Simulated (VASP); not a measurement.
Given:

```
CELL_PARAMETERS angstrom
      1.62500    -2.81458     0.00000
      1.62500     2.81458     0.00000
      0.00000     0.00000     5.21000
ATOMIC_POSITIONS crystal
  Zn 0.66667 0.33333 0.50000
  Zn 0.33333 0.66667 0.00000
  O  0.66667 0.33333 0.88200
  O  0.33333 0.66667 0.38200
```

These are PBE GGA, VASP's PBE PAW potentials (set 64) (plane waves; VASP) values and carry that method's errors. Numerical set-up: 520 eV cut-off, 14×14×9 Γ-centred mesh, Gaussian smearing of 0.050 eV, potentials Zn O.

Question: Give the stress tensor in GPa (positive for a compressed cell).

Answer: 
```
5.79  0.00  0.00
0.00  5.79  0.00
0.00  0.00  5.88
```
The pressure is its mean diagonal, 5.82 GPa.

The compound is ZnO in the wurtzite structure. The cell was not relaxed at this level. The run is one of a series of settings (KPOINTS 14×14×9 Γ-centred mesh against the base run), some of them coarse on purpose.
